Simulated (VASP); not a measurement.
# C (Fd-3m) in VASP: notebook, part 2 of 2

VASP 6.6.1. Earlier steps stand in the parts before.

## (3) Single point, PBE (a relaxed cell with its volume scaled by 0.94)

File INCAR:

```
SYSTEM = C
  ALGO = Fast
  EDIFF = 1E-7
  ENCUT = 520
  GGA = PE
  ISIF = 2
  ISMEAR = 0
  LASPH = .TRUE.
  LCHARG = .FALSE.
  LREAL = .FALSE.
  LWAVE = .FALSE.
  NELM = 80
  PREC = Accurate
  SIGMA = 1.0
```

File KPOINTS:

```
k-points
0
G
  14 14 14
  0 0 0
```

File POSCAR:

```
C                                       
1.0
    0.0000000000      1.7502379024      1.7502379024
    1.7502379024      0.0000000000      1.7502379024
    1.7502379024      1.7502379024      0.0000000000
  C             
     2
Direct
     0.0000000000000000    0.0000000000000000    0.0000000000000000
     0.2500000000000000    0.2500000000000000    0.2500000000000000
```

Potentials or basis: VASP PAW PBE potentials, release 64 (C).

Launch:

```console
> cat potpaw_PBE.64/C/POTCAR > POTCAR
> mpirun -np 1 vasp_std > vasp.out
```

It took 6.5 s on 1 thread of Intel Xeon Platinum 8488C (Sapphire Rapids), shared host; peak memory 0.11 GiB.

The run converged. Its results:

```yaml
Free_energy: -18.1236 eV
Pressure: 30.1 GPa
Band_gap_on_the_k_mesh: 4.26 eV, indirect (least direct gap 5.75 eV)
```

Levels at points of the mesh, in eV from the valence-band top:
```tsv
k point	band 1	band 2	band 3	band 4	band 5	band 6	band 7	band 8
(0.00, 0.00, 0.00)	-22.25	0.00	0.00	0.00	5.75	5.75	5.75	14.65
(0.50, 0.00, 0.00)	-16.14	-14.01	-2.95	-2.95	8.69	8.69	9.63	16.21
(0.50, 0.50, 0.00)	-13.17	-13.17	-6.65	-6.65	4.87	4.87	17.68	17.68
```

A k mesh can miss the band edges.

## (4) Single point, PBE (a relaxed cell with its volume scaled by 1.06)

INCAR is that of step 3.

KPOINTS is that of step 3.

File POSCAR:

```
C                                       
1.0
    0.0000000000      1.8217540977      1.8217540977
    1.8217540977      0.0000000000      1.8217540977
    1.8217540977      1.8217540977      0.0000000000
  C             
     2
Direct
     0.0000000000000000    0.0000000000000000    0.0000000000000000
     0.2500000000000000    0.2500000000000000    0.2500000000000000
```

Launch:

```console
> cat potpaw_PBE.64/C/POTCAR > POTCAR
> mpirun -np 1 vasp_std > vasp.out
```

Run time: 8 s. Hardware: 1 thread of Intel Xeon Platinum 8488C (Sapphire Rapids), shared host; peak memory 0.12 GiB.

It converged, with:

```yaml
Free_energy: -18.1360 eV
Pressure: -22.7 GPa
Band_gap_on_the_k_mesh: 3.99 eV, indirect (least direct gap 5.41 eV)
```

Levels at points of the mesh, in eV from the valence-band top:
| k point | band 1 | band 2 | band 3 | band 4 | band 5 | band 6 | band 7 | band 8 |
| --- | --- | --- | --- | --- | --- | --- | --- | --- |
| (0.00, 0.00, 0.00) | -20.64 | 0.00 | 0.00 | 0.00 | 5.41 | 5.41 | 5.41 | 11.90 |
| (0.50, 0.00, 0.00) | -15.22 | -12.69 | -2.64 | -2.64 | 8.00 | 8.19 | 8.19 | 15.10 |
| (0.50, 0.50, 0.00) | -12.33 | -12.33 | -5.92 | -5.92 | 4.62 | 4.62 | 15.86 | 15.86 |

## (5) Single point, PBE (a relaxed cell with its volume scaled by 0.91)

INCAR is that of step 4.

KPOINTS is that of step 4.

File POSCAR:

```
C                                       
1.0
    0.0000000000      1.7314166814      1.7314166814
    1.7314166814      0.0000000000      1.7314166814
    1.7314166814      1.7314166814      0.0000000000
  C             
     2
Direct
     0.0000000000000000    0.0000000000000000    0.0000000000000000
     0.2500000000000000    0.2500000000000000    0.2500000000000000
```

Launch:

```console
> cat potpaw_PBE.64/C/POTCAR > POTCAR
> mpirun -np 1 vasp_std > vasp.out
```

It took 5.9 s on 1 thread of Intel Xeon Platinum 8488C (Sapphire Rapids), shared host; peak memory 0.11 GiB.

Results (log left out):

- Free energy: -18.0394 eV
- Pressure: 48.7 GPa
- Band gap on the k mesh: 4.33 eV, indirect (least direct gap 5.84 eV)

Levels at points of the mesh, in eV from the valence-band top:
```
           k point  band 1  band 2  band 3  band 4  band 5  band 6  band 7  band 8
(0.00, 0.00, 0.00)  -22.71    0.00    0.00    0.00    5.84    5.84    5.84   15.42
(0.50, 0.00, 0.00)  -16.40  -14.40   -3.04   -3.04    8.83    8.83   10.09   16.50
(0.50, 0.50, 0.00)  -13.42  -13.42   -6.85   -6.85    4.94    4.94   18.20   18.20
```

A k mesh can miss the band edges.

## (6) Single point, PBE (a relaxed cell with its volume scaled by 1.09)

INCAR is that of step 5.

KPOINTS is that of step 5.

File POSCAR:

```
C                                       
1.0
    0.0000000000      1.8387808238      1.8387808238
    1.8387808238      0.0000000000      1.8387808238
    1.8387808238      1.8387808238      0.0000000000
  C             
     2
Direct
     0.0000000000000000    0.0000000000000000    0.0000000000000000
     0.2500000000000000    0.2500000000000000    0.2500000000000000
```

Potentials or basis: VASP PAW PBE potentials, release 64 (C).

Launch:

```console
> cat potpaw_PBE.64/C/POTCAR > POTCAR
> mpirun -np 1 vasp_std > vasp.out
```

Run time: 7.8 s. Hardware: 1 thread of Intel Xeon Platinum 8488C (Sapphire Rapids), shared host; peak memory 0.12 GiB.

It converged, with:

```
Free energy            : -18.0779 eV
Pressure               : -31.9 GPa
Band gap on the k mesh : 3.93 eV, indirect (least direct gap 5.34 eV)
```

Levels at points of the mesh, in eV from the valence-band top:
| k point | band 2 | band 3 | band 4 | band 5 | band 6 | band 7 |
| --- | --- | --- | --- | --- | --- | --- |
| (0.00, 0.00, 0.00) | 0.00 | 0.00 | 0.00 | 5.34 | 5.34 | 5.34 |
| (0.50, 0.00, 0.00) | -12.40 | -2.57 | -2.57 | 7.64 | 8.07 | 8.07 |
| (0.50, 0.50, 0.00) | -12.14 | -5.76 | -5.76 | 4.56 | 4.56 | 15.46 |

Caveat: the cell as given lies far from equilibrium.

## (7) Summary

```csv
cell,gap on the mesh (eV),pressure (GPa)
a relaxed cell with its volume scaled by 1.03,4.05,-12.2
a relaxed cell with its volume scaled by 0.94,4.26,30.1
a relaxed cell with its volume scaled by 1.06,3.99,-22.7
a relaxed cell with its volume scaled by 0.91,4.33,48.7
a relaxed cell with its volume scaled by 1.09,3.93,-31.9
```

Alike in all rows: task single point; level PBE; potentials or basis VASP PAW PBE potentials, release 64 (C); no spin polarisation; k mesh 14 × 14 × 14; cutoff (eV) 520; smearing gaussian 1 eV.

Caveats: the cell as given lies far from equilibrium (some runs).

Total energies depend on the potentials used, so only differences within one code and one set of settings carry meaning.
